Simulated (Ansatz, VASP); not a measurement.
## Cross-check of TiGe between VASP and Ansatz

Aim: how closely do two programs agree when they are given the same cell, functional and k mesh? The cell is generated by rule, not measured, and may not be a known phase. The cell is taken from a series of runs on this material, whose earlier steps may have relaxed, scaled, displaced or heated it; both programs get it as it stands.

Program: Ansatz 0.2.0. Level of theory: plane waves, with VASP 6.6.1 beside it; PBE. Results are calculated unless marked as measured.

The structure was built from a prototype and need not be the compound's stable phase.

## 1. The starting structure

It takes space group F-43m (No. 216, cubic). The conventional cell has a = 5.846 Å, b = 5.846 Å, c = 5.846 Å, α = 90.00°, β = 90.00°, γ = 90.00°. Nearest to Ti lie 4 Ge at 2.53 Å. Nearest to Ge lie 4 Ti at 2.53 Å. Farther neighbours are not listed.

## 2. VASP: single point, PBE, pair 1

A single point takes one fixed geometry, so differences don't come from the geometry; what else differs is listed under the comparison.

Lines of VASP's logs that name or quote its potential files are left out, and so is its time.

INCAR reads:

```
SYSTEM = TiGe
PREC = Accurate
ENCUT = 500
EDIFF = 1E-06
NELM = 120
ISMEAR = 0
SIGMA = 0.01
LREAL = .FALSE.
ALGO = Normal
GGA = PE
NBANDS = 64
LASPH = .TRUE.
LORBIT = 11
LWAVE = .FALSE.
LCHARG = .FALSE.
ISIF = 2
GGA_COMPAT = .FALSE.
EFERMI = MIDGAP
KPAR = 2
```

POSCAR reads:

```
TiGe
1.0
    0.0000000000      0.0000000000     -5.8461100778
    5.8461100778      0.0000000000      0.0000000000
    2.9230550389     -5.8461100778     -2.9230550389
Ti Ge
4 4
Direct
    0.5000000000      0.5000000000      0.0000000000
    0.0000000000      0.0000000000      0.0000000000
    0.2500000000      0.7500000000      0.5000000000
    0.7500000000      0.2500000000      0.5000000000
    0.6250000000      0.6250000000      0.2500000000
    0.1250000000      0.1250000000      0.2500000000
    0.3750000000      0.8750000000      0.7500000000
    0.8750000000      0.3750000000      0.7500000000
```

KPOINTS reads:

```
Automatic mesh
0
Gamma
6 6 6
0 0 0
```

The projector-augmented-wave data sets are Ti_sv and Ge_d (PBE family, release 64).

Started as:

```
$ mpirun -np 2 vasp_std
```

Numbers of over 12 decimals in the logs are rounded to 6 here.

Output:

```text
[banner, memory and clock lines left out]
running    2 mpi-ranks, on    1 nodes
 distrk:  each k-point on    1 cores,    2 groups
 distr:  one band on    1 cores,    1 groups

 POSCAR found type information on POSCAR TiGe
 POSCAR found :  2 types and       8 ions
 LDA part: xc-table for (Slater+PW92), standard interpolation
 POSCAR, INCAR and KPOINTS ok, starting setup
 FFT: planning ... GRIDC
 FFT: planning ... GRID_SOFT
 FFT: planning ... GRID
 WAVECAR not read
 entering main loop
       N       E                     dE             d eps       ncg     rms          rms(c)
DAV:   1     0.140751897044E+04    0.14075E+04   -0.48992E+04  4696   0.336E+03
DAV:   2     0.231444477301E+03   -0.11761E+04   -0.11470E+04  3840   0.101E+03
DAV:   3    -0.166771323533E+02   -0.24812E+03   -0.24061E+03  4504   0.270E+02
DAV:   4    -0.539138504544E+02   -0.37237E+02   -0.36777E+02  5600   0.917E+01
DAV:   5    -0.573115481269E+02   -0.33977E+01   -0.33885E+01  5712   0.249E+01    0.210E+01
DAV:   6    -0.484440445476E+02    0.88675E+01   -0.13844E+02  5104   0.457E+01    0.141E+01
DAV:   7    -0.461782722823E+02    0.22658E+01   -0.42081E+01  5016   0.260E+01    0.474E+00
DAV:   8    -0.460040774075E+02    0.17419E+00   -0.30591E+00  4984   0.702E+00    0.203E+00
DAV:   9    -0.460924780878E+02   -0.88401E-01   -0.56564E-01  5720   0.262E+00    0.162E+00
DAV:  10    -0.460468097772E+02    0.45668E-01   -0.44506E-01  5008   0.210E+00    0.317E-01
DAV:  11    -0.460473177812E+02   -0.50800E-03   -0.45716E-02  4976   0.102E+00    0.221E-01
DAV:  12    -0.460460379352E+02    0.12798E-02   -0.80650E-03  5136   0.324E-01    0.168E-02
DAV:  13    -0.460461280062E+02   -0.90071E-04   -0.76943E-04  5896   0.976E-02    0.537E-02
DAV:  14    -0.460460778196E+02    0.50187E-04   -0.41094E-04  4832   0.698E-02    0.450E-03
DAV:  15    -0.460460798715E+02   -0.20519E-05   -0.21237E-05  4608   0.202E-02    0.589E-03
DAV:  16    -0.460460794411E+02    0.43039E-06   -0.33784E-06  3672   0.728E-03
   1 F= -.46046079E+02 E0= -.46046079E+02  d E =-.347621E-69
```

From OUTCAR (step 2):

```text
ion  position               nearest neighbor table
   1  0.500  0.500  0.000-   5 2.53   7 2.53   8 2.53   6 2.53
   2  0.000  0.000  0.000-   6 2.53   7 2.53   8 2.53   5 2.53
   3  0.250  0.750  0.500-   5 2.53   6 2.53   7 2.53   8 2.53
   4  0.750  0.250  0.500-   5 2.53   6 2.53   8 2.53   7 2.53
   5  0.625  0.625  0.250-   1 2.53   3 2.53   4 2.53   2 2.53
   6  0.125  0.125  0.250-   2 2.53   3 2.53   4 2.53   1 2.53
   7  0.375  0.875  0.750-   1 2.53   2 2.53   3 2.53   4 2.53
   8  0.875  0.375  0.750-   1 2.53   2 2.53   4 2.53   3 2.53

  LATTYP: Found a body centered tetragonal cell.
 ALAT       =     5.8461100778
 C/A-ratio  =     2.0000000000

 Subroutine GETGRP returns: Found  8 space group operations
 (whereof  8 operations were pure point group operations)

The static configuration has the point symmetry D_2d.

 Found     30 irreducible k-points:

   k-points           NKPTS =     30   k-points in BZ     NKDIM =     30   number of bands    NBANDS=     64

   dimension x,y,z NGX =    48 NGY =   48 NGZ =   54
   dimension x,y,z NGXF=    96 NGYF=   96 NGZF=  108

   ENCUT  =  500.0 eV  36.75 Ry    6.06 a.u.  10.66 10.66 13.05*2*pi/ulx,y,z

   NELECT =     104.0000    total number of electrons

 k-points in reciprocal lattice and weights: Automatic mesh
   0.00000000  0.00000000  0.00000000       0.005
   0.16666667  0.00000000  0.00000000       0.037
   0.33333333  0.00000000  0.00000000       0.037
   0.50000000  0.00000000  0.00000000       0.019
   0.16666667  0.16666667  0.00000000       0.037
   0.33333333  0.16666667  0.00000000       0.074
   0.50000000  0.16666667  0.00000000       0.074
  -0.33333333  0.16666667  0.00000000       0.074
  -0.16666667  0.16666667  0.00000000       0.019
[...]
-0.16666667 -0.16666667  0.33333333       0.019
   0.00000000  0.00000000  0.50000000       0.005

 average (electrostatic) potential at core
       1 -77.4290       2 -77.4290       3 -77.4290       4 -77.4290       5 -73.9078
       6 -73.9078       7 -73.9078       8 -73.9078

 E-fermi :   3.7871

 k-point     1 :       0.0000    0.0000    0.0000
  band No.  band energies     occupation
    ...
     48       2.7282      2.00000
     49       3.5138      2.00000
     50       3.5138      2.00000
     51       3.6639      2.00000
     52       3.6639      2.00000
     53       3.9102      0.00000
     54       3.9210      0.00000
     55       3.9210      0.00000
     56       4.7597      0.00000
     57       4.7597      0.00000
    ...

 k-point     2 :       0.1667    0.0000    0.0000
  band No.  band energies     occupation
    ...
     48       2.7724      2.00000
     49       3.3616      2.00000
     50       3.4496      2.00000
     51       3.4577      2.00000
     52       3.6023      2.00000
     53       3.9619      0.00000
     54       4.0670      0.00000
     55       4.1256      0.00000
     56       4.6932      0.00000
     57       4.7755      0.00000
    ...

 k-point     3 :       0.3333    0.0000    0.0000
  band No.  band energies     occupation
    ...
     48       2.8406      2.00000
     49       2.8952      2.00000
     50       3.2739      2.00000
     51       3.3431      2.00000
     52       3.4787      2.00000
     53       4.1354      0.00000
     54       4.2841      0.00000
     55       4.4168      0.00000
     56       4.5392      0.00000
     57       4.7563      0.00000
    ...

  Total       -0.0256708     -0.0283074     -0.0256708      0.0000000      0.0000000      0.0000000
  in kB       -0.2058494     -0.2269917     -0.2058494      0.0000000      0.0000000      0.0000000
  external PRESSURE =      -0.2128968 kB  Pullay stress =       0.0000000 kB

  energy-cutoff  :      500.00
  volume of cell :      199.80
      direct lattice vectors                 reciprocal lattice vectors
     0.000000000  0.000000000 -5.846110078     0.000000000  0.085526956 -0.171053912
     5.846110078  0.000000000  0.000000000     0.171053912  0.085526956  0.000000000
     2.923055039 -5.846110078 -2.923055039     0.000000000 -0.171053912  0.000000000

 POSITION                                       TOTAL-FORCE (eV/Angst)
 -----------------------------------------------------------------------------------
      2.92306      0.00000     -2.92306         0.000000     -0.000000     -0.000000
      0.00000      0.00000      0.00000        -0.000000      0.000000      0.000000
      5.84611     -2.92306     -2.92306         0.000000     -0.000000     -0.000000
      2.92306     -2.92306     -5.84611        -0.000000      0.000000     -0.000000
      4.38458     -1.46153     -4.38458        -0.000000     -0.000000      0.000000
      1.46153     -1.46153     -1.46153         0.000000     -0.000000      0.000000
      7.30764     -4.38458     -4.38458        -0.000000     -0.000000      0.000000
      4.38458     -4.38458     -7.30764        -0.000000      0.000000      0.000000
 -----------------------------------------------------------------------------------
    total drift:                               -0.000011     -0.000003      0.000011

  FREE ENERGIE OF THE ION-ELECTRON SYSTEM (eV)
  ---------------------------------------------------
  free  energy   TOTEN  =       -46.0460794411 eV

  energy  without entropy=      -46.0460794411  energy(sigma->0) =      -46.04607944

 total charge
# of ion       s       p       d       tot
------------------------------------------
    1        2.196   6.082   1.871  10.149
    2        2.196   6.082   1.871  10.149
    3        2.196   6.082   1.871  10.149
    4        2.196   6.082   1.871  10.149
    5        1.175   1.375   9.968  12.517
    6        1.175   1.375   9.968  12.517
    7        1.175   1.375   9.968  12.517
    8        1.175   1.375   9.968  12.517
--------------------------------------------------
tot         13.482  29.825  47.356  90.663

[... 3 further parts left out ...]
```

The run ends at a pressure of -0.02 GPa.

## 3. Ansatz: single point, PBE, pair 1

Ansatz runs on its default PAW (the set named soft_2) files.

The same cell, functional, mesh and smearing now go to Ansatz, which takes its cutoff from its data sets.

input.yaml reads:

```yaml
crystal:
  lattice:
    - [0.0, 0.0, -5.8461100778]
    - [5.8461100778, 0.0, 0.0]
    - [2.9230550389, -5.8461100778, -2.9230550389]
  atoms:
    - { symbol: Ti, position: [0.5, 0.5, 0.0] }
    - { symbol: Ti, position: [0.0, 0.0, 0.0] }
    - { symbol: Ti, position: [0.25, 0.75, 0.5] }
    - { symbol: Ti, position: [0.75, 0.25, 0.5] }
    - { symbol: Ge, position: [0.625, 0.625, 0.25] }
    - { symbol: Ge, position: [0.125, 0.125, 0.25] }
    - { symbol: Ge, position: [0.375, 0.875, 0.75] }
    - { symbol: Ge, position: [0.875, 0.375, 0.75] }
kpoints:
  mp_grid: { grid: [6, 6, 6] }
hamiltonian:
  xc: pbe
scf:
  occupations: { method: gaussian, width: 0.01 }
output:
  forces: true
  stress: true
  eigenvalues: true
```

Started as:

```
$ ansatz run input.yaml --threads 4 --pin off --max-ram 7168MiB --backend cpu --events-out ev --progress --plain --runs-dir out
```

Output:

```text
Engine: ansatz 0.2.0, aarch64-unknown-linux-gnu
Pseudopotentials: kind: paw
Pseudopotential: Ti, paw, valence charge 12, recommended cutoff 420 eV (normal), Ti.paw.azcp
Pseudopotential: Ge, paw, valence charge 14, recommended cutoff 420 eV (normal), Ge.paw.azcp
Functional definition: PBE
  parameter kappa = 0.804
  parameter beta = 0.066725
  exchange = pbe_x(kappa = kappa, mu = beta*pi^2/3)
  correlation = pbe_c(beta = beta)
Crystal: 8 atoms, lattice volume = 199.803 Å³
Basis set: ecut = 420 eV, 3907 PW (Γ), exchange–correlation on 80×80×96 points (8 copies of the dense FFT grid, shifted against one another)
Bands: 63, of which v1, the nominal top of the filled ones, is band 52 counted from 1 (51 counted from 0)
Symmetry: 32 space group operations
Space group: F-43m (ITA 216), of the structure as read, at distance tolerance 5.8e-5 Å
k-points: 30 of 216 (time reversal used)
Non-local potential: Ti, projectors of the file, l = 0: 3, l = 1: 2, l = 2: 3, l = 3: 1
Non-local potential: Ge, projectors of the file, l = 0: 2, l = 1: 2, l = 2: 3, l = 3: 1
PAW form: soft (Blöchl's): semilocal exchange-correlation on the pseudo side does not see the compensation charge
PAW one-centre angular grid: Ti, 590 points (default); XC on 64 Gauss nodes
PAW one-centre angular grid: Ge, 590 points (default); XC on 64 Gauss nodes
Initial density: superposition of atomic densities (neutral atoms: chi_scale 0, normalization atom), corrected by the library's trained network
Initial wavefunctions: pseudopotential atomic-orbital guess
Functional: x = pbe(κ = 0.804, μ = 0.219515), c = pbe(β = 0.066725)
SCF iter   1: F=—  HF=-27175.258967 eV  |F-HF|=—  |Δ(HF+E_count)|=         —  Δρ=6.13e-3  dr2=1.18e-1  ethr=1.77e-3  ⟨swp⟩=6.0  Hψ=7318  notcnv=0  defer=2
preconditioner: auto → Resta (q_TF=auto, 2.447 Å⁻¹)  ε∞=15.2  [insulator: Δε(μ)=0.290 eV  Ē_g=3.944 eV  σ=0.010 eV  W_gap=1.00  n_scr=44 (ndim 8)  ℏωp=14.9 eV  f_vac=0.002  D(μ)=0.00/eV (n_scr^D=0)  ε∞_Penn≈15.2]
SCF iter   2: F=—  HF=-27175.245771 eV  |F-HF|=—  |Δ(HF+E_count)|=   1.32e-2  Δρ=2.67e-3  dr2=2.09e-2  ethr=1.13e-4  ⟨swp⟩=2.0  Hψ=2420  notcnv=0  defer=116
SCF iter   3: F=—  HF=-27175.243616 eV  |F-HF|=—  |Δ(HF+E_count)|=   2.15e-3  Δρ=1.17e-3  dr2=5.26e-3  ethr=2.01e-5  ⟨swp⟩=2.7  Hψ=2427  notcnv=0  defer=86
automatic band count: iteration 3 solves 62 bands in place of 63: the levels show a gap, and the empty bands left out lie too high to hold charge; the band table lists the bands solved (type scf.n_extra_bands for more)
SCF iter   4: F=—  HF=-27175.243114 eV  |F-HF|=—  |Δ(HF+E_count)|=   5.02e-4  Δρ=3.92e-4  dr2=4.67e-4  ethr=5.05e-6  ⟨swp⟩=2.0  Hψ=3068  notcnv=0  defer=86
SCF iter   5: F=—  HF=-27175.243040 eV  |F-HF|=—  |Δ(HF+E_count)|=   7.37e-5  Δρ=1.99e-4  dr2=1.16e-4  ethr=4.49e-7  ⟨swp⟩=2.0  Hψ=2633  notcnv=0  defer=86
SCF iter   6: F=—  HF=-27175.243076 eV  |F-HF|=—  |Δ(HF+E_count)|=   3.60e-5  Δρ=7.30e-5  dr2=1.37e-5  ethr=1.12e-7  ⟨swp⟩=2.0  Hψ=2854  notcnv=0  defer=86
SCF iter   7: F=—  HF=-27175.243038 eV  |F-HF|=—  |Δ(HF+E_count)|=   3.79e-5  Δρ=1.89e-5  dr2=8.51e-7  ethr=1.31e-8  ⟨swp⟩=2.0  Hψ=2254  notcnv=0  defer=86
SCF iter   8: F=-27175.243039 eV  HF=-27175.243039 eV  |F-HF|=8.05e-9  |Δ(HF+E_count)|=   3.90e-7  Δρ=3.91e-6  dr2=5.28e-8  ethr=9.62e-11  ⟨swp⟩=6.5  Hψ=7154  notcnv=0
SCF 1 converged in 8 iterations: F = -27175.243039 eV  dr2 = 5.28e-8
  greatest PAW one-centre occupation: 0.999 electrons in one spin orbital (limit 2), on the Ti atom at site 3 (counted from 0), in its partial waves of l = 0
SCF converged after 8 iterations
Free energy (F): -27175.243039 eV
Harris-Foulkes:  -27175.243039 eV  (|F-HF|=8.05e-9)
Internal energy: -27175.243039 eV  (E = F + TS)
E sigma→0 (E₀):  -27175.243039 eV
Fermi energy:    7.151717 eV
--- Per-component energies (eV) ---
  E_band       = -1526.090968
  E_kinetic    = 1526.948620
  E_local      = -14806.530105  (includes V_loc(G=0)·N_el)
  E_nonlocal   = 1707.004900
  E_hartree    = 6356.703177
  E_xc         = -687.377516
  E_vxc        = -739.315096  (∫ρ·V_xc dr)
  E_paw        = -12265.347304  (= ΣΔE_a)
  E_vpaw       = -1927.619701  (= ΣTr[D̂ρ^β])
  E_aug_tail   = 0.001724  (compensation charges beyond the density's cutoff)
  E_ewald      = -9006.646536
  E_smearing   = -0.000000  (= −TS)
  E_closure    = -0.000000  (closes the sum)
  Σ components = -27175.243039   (vs F -27175.243039, Δ=0.00e0)
--- Forces (eV/Å), atoms counted from 1 ---
  atom   1  Ti    -0.00000000     0.00000000    -0.00000000
  atom   2  Ti    -0.00000000    -0.00000000    -0.00000000
  atom   3  Ti    -0.00000000    -0.00000000     0.00000000
  atom   4  Ti    -0.00000000    -0.00000000     0.00000000
  atom   5  Ge    -0.00000000     0.00000000     0.00000000
  atom   6  Ge    -0.00000000    -0.00000000     0.00000000
  atom   7  Ge    -0.00000000    -0.00000000     0.00000000
  atom   8  Ge    -0.00000000     0.00000000     0.00000000
  max |Σ_I F_I| component: 2.08e-17 eV/Å
--- Stress (GPa, compression-positive) ---
        0.001146      -0.000000       0.000000
       -0.000000      -0.002228      -0.000000
        0.000000      -0.000000       0.001146
  P = ⅓ Tr σ = 0.0000 GPa (0.000 kbar)
--- Band table (eV; the first three rows and the last of 30) ---
  k-point 0: bands = [... 48 lower, 6.8768, 6.8768, 7.0287, 7.0287, 7.2744, 7.2868, 7.2868, 8.1276, ... 6 higher]
  k-point 1: bands = [... 48 lower, 6.9002, 6.9002, 6.9140, 6.9140, 7.2824, 7.2824, 7.2954, 8.0591, ... 6 higher]
  k-point 2: bands = [... 48 lower, 6.7826, 6.7826, 6.9903, 6.9903, 7.2758, 7.2758, 7.4112, 7.8717, ... 6 higher]
  k-point 29: bands = [... 48 lower, 6.3962, 6.3962, 6.4772, 6.4772, 8.0377, 8.0377, 8.2190, 8.2190, ... 6 higher]
```

In the SCF lines HF is the Harris–Foulkes energy and dr2 the Hartree energy of the density residual, in eV; the loop may stop once dr2 is under the threshold and the program's other checks hold. Hψ counts applications of the Hamiltonian.

The run ends at a pressure of 0.00 GPa.

## 4. Differences

Known differences besides the potentials themselves: the cutoff is 420 eV in Ansatz and 500 eV in VASP. Total energies have different zeros and are not compared.

The two programs side by side:

| quantity | Ansatz | VASP | difference |
| --- | --- | --- | --- |
| pressure (GPa) | 0.00 | -0.02 | +0.02 |
| gap on the k mesh (eV) | 0.246 | 0.246 | -0.001 |

A gap on the mesh is an upper bound, since the band edges may lie between its points.

## 5. VASP: single point, PBE, pair 2

A single point takes one fixed geometry, so differences don't come from the geometry; what else differs is listed under the comparison.

Edit INCAR of step 2 so:

```diff
@@ -17,3 +17,2 @@
 GGA_COMPAT = .FALSE.
-EFERMI = MIDGAP
 KPAR = 2
```

POSCAR reads:

```
TiGe
1.0
    0.0000000000      0.0000000000     -5.8461100778
    5.8461100778      0.0000000000      0.0000000000
    2.9230550389     -5.8461100778     -2.9230550389
Ti Ge
4 4
Direct
    0.5260494176      0.4739505824      0.0000000000
    0.9739505824      0.0260494176      0.0000000000
    0.2760494176      0.7760494176      0.5000000000
    0.7239505824      0.2239505824      0.5000000000
    0.6250000000      0.6250000000      0.2500000000
    0.1250000000      0.1250000000      0.2500000000
    0.3476313740      0.8476313740      0.8047372519
    0.9023686260      0.4023686260      0.6952627481
```

KPOINTS is that of step 2.

Started as:

```
$ mpirun -np 2 vasp_std
```

Output:

```text
[... set-up lines as in an earlier step ...]
 entering main loop
       N       E                     dE             d eps       ncg     rms          rms(c)
DAV:   1     0.139063198640E+04    0.13906E+04   -0.48372E+04  4640   0.333E+03
DAV:   2     0.229432584283E+03   -0.11612E+04   -0.11321E+04  3840   0.100E+03
DAV:   3    -0.139885147970E+02   -0.24342E+03   -0.23641E+03  4344   0.269E+02
DAV:   4    -0.535799974836E+02   -0.39591E+02   -0.38999E+02  5656   0.923E+01
[...]
DAV:  14    -0.460985896577E+02    0.89300E-05   -0.90489E-05  4768   0.440E-02    0.370E-03
DAV:  15    -0.460985913198E+02   -0.16621E-05   -0.40259E-06  3648   0.122E-02    0.237E-03
DAV:  16    -0.460985915573E+02   -0.23755E-06   -0.13382E-06  3040   0.681E-03
   1 F= -.46098592E+02 E0= -.46098454E+02  d E =-.275708E-03
```

OUTCAR, selected parts (step 5):

```text
  Total       -2.1252758     -1.4844153     -2.1252758      0.0000000      0.0000000      0.0000000
  in kB      -17.0421706    -11.9032362    -17.0421706      0.0000000      0.0000000      0.0000000
  external PRESSURE =     -15.3291924 kB  Pullay stress =       0.0000000 kB

 POSITION                                       TOTAL-FORCE (eV/Angst)
 -----------------------------------------------------------------------------------
      2.77077      0.00000     -3.07534        -0.041523      0.119592     -0.041523
      0.15229      0.00000     -5.69382         0.041523      0.119592      0.041523
      5.99840     -2.92306     -3.07534         0.041523     -0.119592     -0.041523
      2.77077     -2.92306     -5.69382        -0.041523     -0.119592      0.041523
      4.38458     -1.46153     -4.38458         0.000000      0.000000      0.000000
      1.46153     -1.46153     -1.46153         0.000000      0.000000      0.000000
      7.30764     -4.70458     -4.38458         0.000000     -0.085816      0.000000
      4.38458     -4.06458     -7.30764         0.000000      0.085816      0.000000
 -----------------------------------------------------------------------------------
    total drift:                                0.000004      0.000004     -0.000004

  FREE ENERGIE OF THE ION-ELECTRON SYSTEM (eV)
  ---------------------------------------------------
  free  energy   TOTEN  =       -46.0985915573 eV

  energy  without entropy=      -46.0983158490  energy(sigma->0) =      -46.09845370

[... 2 parts as in an earlier step ...]

[... 1 further part left out ...]
[key lines of the parts left out:]
E-fermi :   3.8275
```

The run ends at a pressure of -1.53 GPa, with forces up to 0.13 eV/Å.

[end of part 1 of 2]

[Lines on the potential files, build, host, timing and source positions are cut from VASP's logs without a mark.]

[Logs are printed without paths, hosts, clocks, repeated set-up lines and the standing remarks that a program may print on its own settings, such as how far it seeks lower states.]

[Hosts, paths, dates, database ids (printed as entryN), source tags and the programs' standing remarks are cut or masked in the printed files.]
